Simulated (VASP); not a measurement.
Given:

```xyz
1
Lattice="-1.6300 1.6300 1.6300 1.6300 -1.6300 1.6300 1.6300 1.6300 -1.6300" Properties=species:S:1:pos:R:3 pbc="T T T"
Ta     0.0000     0.0000     0.0000
```

Level of theory: LDA (Ceperley-Alder, Perdew-Zunger), VASP's LDA PAW potentials (set 64) (plane waves; VASP 6.6.1). Run with 400 eV cut-off, 14×14×14 Γ-centred mesh, first-order Methfessel-Paxton smearing of 0.10 eV, potentials Ta_pv.

Unless said otherwise, spin-orbit coupling is left out, though it shifts the bands of the heavy elements here.

Task: What does the run give for the energy per atom (σ→0), band gap (on the k-mesh) with the smallest direct gap where there is one?

Result: 
```json
{
 "band gap (on the k-mesh)": "none (metal, semimetal or under 0.01 eV)",
 "energy per atom (σ→0)": "-12.831 eV/atom"
}
```

The absolute energy has meaning only against runs of the same code, potentials and settings.

The structure comes from a computed database's Ta entry (Im-3m); how it stands against other phases isn't given here. It was relaxed first. The start is the result of an earlier pass.
